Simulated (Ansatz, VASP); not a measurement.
This is a calculation of Ni2SbTe for Ansatz 0.2.0. Atoms were shifted at random by some hundredths of an Å from the given cell, which wasn't relaxed again for these runs. The cell comes from a database or a generator and needn't be the stable form of this composition.

Contents of input.yaml:

```yaml
crystal:
  lattice:
    - [3.9656228857, 0.0, 0.0]
    - [-1.9828114428, 3.4343301608, 0.0]
    - [0.0, 0.0, 5.20348244]
  atoms:
    - { symbol: Te, position: [0.340419, 0.669881, 0.006522] }
    - { symbol: Sb, position: [0.666755, 0.336004, 0.491106] }
    - { symbol: Ni, position: [0.002302, 0.010041, 0.249538], spin: 1.0 }
    - { symbol: Ni, position: [-0.005837, -0.006558, 0.744739], spin: 1.0 }
hamiltonian:
  xc: pbe
  pseudopotentials: { kind: paw }
magnetization:
  spin_polarized: true
kpoints:
  mp_grid: { grid: [8, 8, 5] }
scf:
  occupations: { method: fermi_dirac, width: 0.05 }
output:
  forces: true
  stress: true
  eigenvalues: true
```

Potentials or basis: Ansatz PAW.

Run with:

```console
$ ansatz run input.yaml --threads 2 --pin off --max-ram 5120MiB --backend cpu --events-out ev --progress --plain --runs-dir out
```

Question: Set up the same calculation for VASP 6.6.1. Potentials or basis there: PBE PAW files Ni, Sb, Te, 520 eV.

Answer: As run (cutoffs and basis follow the program's own potentials, and thresholds, step limits or extra output files can differ):

Contents of INCAR:

```
SYSTEM = Ni2SbTe
ALGO = Normal ; EDIFF = 1E-7
ENCUT = 520 ; GGA = PE
ISIF = 2 ; ISMEAR = -1
ISPIN = 2 ; LASPH = .TRUE.
LCHARG = .FALSE. ; LMAXMIX = 4
LORBIT = 11 ; LREAL = .FALSE.
LWAVE = .FALSE. ; MAGMOM = 0 0 1 1
NBANDS = 28 ; NELM = 120
PREC = Accurate ; SIGMA = 0.05
```

File KPOINTS:

```
k-points
0
G
  8 8 5
  0 0 0
```

File POSCAR:

```
Ni2SbTe
1.0
    3.9656228857      0.0000000000      0.0000000000
   -1.9828114428      3.4343301608      0.0000000000
    0.0000000000      0.0000000000      5.2034824400
Te Sb Ni
1 1 2
Direct
    0.3404190000      0.6698810000      0.0065220000
    0.6667550000      0.3360040000      0.4911060000
    0.0023020000      0.0100410000      0.2495380000
   -0.0058370000     -0.0065580000      0.7447390000
```

Potentials or basis: VASP PAW PBE potentials, release 64 (Te, Sb, Ni).

Launch:

```sh
$ cat potpaw_PBE.64/Te/POTCAR potpaw_PBE.64/Sb/POTCAR potpaw_PBE.64/Ni/POTCAR > POTCAR
$ mpirun -np 1 vasp_std > vasp.out
```

Both were run:

|  | Ansatz | VASP |
| --- | --- | --- |
| Pressure | 3.0 GPa | 2.8 GPa |
| Largest force | 0.409 eV/Å | 0.408 eV/Å |
| Net moment | 0.00 μB per cell | 0.00 μB per cell |

Ansatz's pressure holds a Pulay term of +0.05 GPa for its cutoff of 420 eV, which the other run lacks.

The potentials hold 67 and 31 valence electrons a cell.

Where Ansatz's input types no cutoff or centring, it takes its own default and a Γ-centred mesh.

The magnetic state is the one that the start led to; the real crystal's order can differ.

Pressure is positive in compression.
